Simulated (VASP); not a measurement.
**Be4TeSe3: relaxation of cell and atoms with PBE**

Crystal: Be4TeSe3.

```
CELL_PARAMETERS angstrom
3.76799 -5.33826 0.00000
3.76799 5.33826 0.00000
0.00000 0.00000 3.78033
ATOMIC_POSITIONS crystal
Be 0.24688 0.75312 0.00000
Be 0.24088 0.24088 0.50000
Be 0.75912 0.75912 0.50000
Be 0.75312 0.24688 0.00000
Te 0.00000 0.00000 0.00000
Se 0.50000 0.50000 0.00000
Se 0.50000 0.00000 0.50000
Se 0.00000 0.50000 0.50000
```

The cell was built by a generator and needn't be a form met in nature.

```yaml
Program: VASP 6.6.1
Task: relaxation of cell and atoms
Functional: PBE
Potentials_or_basis: VASP PAW PBE potentials, release 64 (Be, Te, Se)
Cutoff: 520 eV
k_mesh: 3 × 3 × 4
Occupations: gaussian, width 0.15 eV
Spin: no spin polarisation
Further_INCAR_settings: PREC = Normal; ALGO = Fast; EDIFF = 0.0001; IBRION = 2; EDIFFG = -0.08; NSW = 24; ISIF = 3
```

```json
{"Relaxed volume": "16.13 Å³/atom", "Relaxed cell": "a = 6.152 Å, b = 6.152 Å, c = 3.599 Å, α = 90.00°, β = 90.00°, γ = 108.63°", "Space group after relaxing (to 0.05 Å)": "Cmmm (No. 65)", "Energy gained by relaxing": "125.7 meV/atom", "Ionic steps": "6", "Pressure after relaxing": "-0.2 GPa", "Largest force after relaxing": "0.051 eV/Å", "Band gap on the k mesh": "0.06 eV, indirect (least direct gap 0.24 eV)"}
```

Forces on the atoms (eV/Å):
```
Be   0.000  0.018  0.000
Be   0.051  0.000  0.000
Be  -0.051  0.000  0.000
Be   0.000 -0.018  0.000
Te   0.000  0.000  0.000
Se   0.000  0.000  0.000
Se   0.000  0.000  0.000
Se   0.000  0.000  0.000
```

Stress tensor (GPa, compression positive):
```
 0.11  0.00  0.00
 0.00 -0.02  0.00
 0.00  0.00 -0.69
```

The path:
```
step  energy change (eV)  largest force (eV/Å)  pressure (GPa)  volume (Å³)
   1              0.0000                0.8682           -9.27       152.08
   2             -0.8606                0.8846            0.14       129.13
   3             -0.8633                0.8819            0.87       127.92
   4             -0.9600                0.4806            0.64       127.91
   5             -0.9989                0.0465            0.51       127.90
   6             -1.0053                0.0513           -0.20       129.07
```

Final structure:
```xyz
8
Lattice="3.5883 -4.9968 0.0000 3.5883 4.9968 0.0000 0.0000 0.0000 3.5994" Properties=species:S:1:pos:R:3 pbc="T T T"
Be    3.5883    2.4296    3.5994
Be    1.8744    0.0000    1.7997
Be    5.3022    0.0000    1.7997
Be    3.5883   -2.4296    0.0000
Te    0.0000    0.0000    0.0000
Se    3.5883    0.0000    0.0000
Se    1.7942   -2.4984    1.7997
Se    1.7942    2.4984    1.7997
```

Levels at points of the mesh, in eV from the valence-band top:
| k point | band 12 | band 13 | band 14 | band 15 | band 16 | band 17 | band 18 | band 19 | band 20 | band 21 |
| --- | --- | --- | --- | --- | --- | --- | --- | --- | --- | --- |
| (0.00, 0.00, 0.00) | -0.97 | -0.95 | -0.63 | -0.21 | -0.07 | 0.17 | 2.27 | 2.50 | 2.63 | 2.75 |
| (0.00, 0.00, 0.50) | -4.42 | -4.17 | -3.99 | -1.18 | -0.78 | 2.46 | 2.46 | 3.43 | 3.71 | 3.91 |

Wall time 39 s on 1 thread of Intel(R) Xeon(R) 6975P-C (Granite Rapids) (shared host), peak memory 0.2 GiB.

Caveat: the volume moved by over 15 % at a fixed basis, so the end points are rough; spin-orbit coupling is left out, which moves the levels of the heavy elements; an odd mesh through Γ misses points on the zone boundary, where band edges often lie.
